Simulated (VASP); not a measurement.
```
CELL_PARAMETERS angstrom
      0.00000     2.16040     2.16040
      2.16040     0.00000     2.16040
      2.16040     2.16040     0.00000
ATOMIC_POSITIONS crystal
  Al 0.00000 0.00000 0.00000
  N  0.25000 0.25000 0.25000
```

Computed with G0W0 on PBE orbitals, VASP's PBE PAW potentials (set 64) (plane waves; VASP). Run with PREC = Normal, 500 eV cut-off, 4×4×4 Γ-centred mesh, Gaussian smearing of 0.010 eV, potentials Al_GW N_GW_new.

The mesh is coarse and the basis finite, so the quasiparticle values are not converged.

NBANDS = 160, ENCUTGW = 200 eV, NOMEGA = 64. The PBE levels (eV) that the step starts from are:

```tsv
state	KS energy	filling
k1 (0.00, 0.00, 0.00), band 1	-9.20	2
k1 (0.00, 0.00, 0.00), band 2	5.98	2
k1 (0.00, 0.00, 0.00), band 3	5.98	2
k1 (0.00, 0.00, 0.00), band 4	5.98	2
k1 (0.00, 0.00, 0.00), band 5	10.45	0
k1 (0.00, 0.00, 0.00), band 6	18.83	0
k1 (0.00, 0.00, 0.00), band 7	18.83	0
k1 (0.00, 0.00, 0.00), band 8	18.83	0
k5 (0.50, 0.25, 0.00), band 1	-6.77	2
k5 (0.50, 0.25, 0.00), band 2	1.09	2
k5 (0.50, 0.25, 0.00), band 3	3.60	2
k5 (0.50, 0.25, 0.00), band 4	4.76	2
k5 (0.50, 0.25, 0.00), band 5	11.94	0
k5 (0.50, 0.25, 0.00), band 6	16.20	0
k5 (0.50, 0.25, 0.00), band 7	18.49	0
k5 (0.50, 0.25, 0.00), band 8	19.67	0
```

**Question.** Give the quasiparticle energies and renormalisation factors Z.

**Answer.** 
```tsv
state	QP energy (eV)	Z
k1 (0.00, 0.00, 0.00), band 1	-10.75	0.71
k1 (0.00, 0.00, 0.00), band 2	4.88	0.77
k1 (0.00, 0.00, 0.00), band 3	4.88	0.77
k1 (0.00, 0.00, 0.00), band 4	4.88	0.77
k1 (0.00, 0.00, 0.00), band 5	11.07	0.80
k1 (0.00, 0.00, 0.00), band 6	19.71	0.80
k1 (0.00, 0.00, 0.00), band 7	19.71	0.80
k1 (0.00, 0.00, 0.00), band 8	19.71	0.80
k5 (0.50, 0.25, 0.00), band 1	-8.25	0.71
k5 (0.50, 0.25, 0.00), band 2	-0.26	0.74
k5 (0.50, 0.25, 0.00), band 3	2.32	0.76
k5 (0.50, 0.25, 0.00), band 4	3.54	0.77
k5 (0.50, 0.25, 0.00), band 5	12.47	0.81
k5 (0.50, 0.25, 0.00), band 6	17.00	0.80
k5 (0.50, 0.25, 0.00), band 7	19.48	0.78
k5 (0.50, 0.25, 0.00), band 8	20.49	0.79
```
On the mesh the gap opens from 3.30 to 4.79 eV.

The compound is AlN in the zinc blende structure, a metastable form; wurtzite is the usual one. This cell is one point of a volume scan, at 0.96 of the reference volume. The k-mesh is coarse (spacing up to 0.63 per Å, 2π included), so the numbers may not be converged in it.
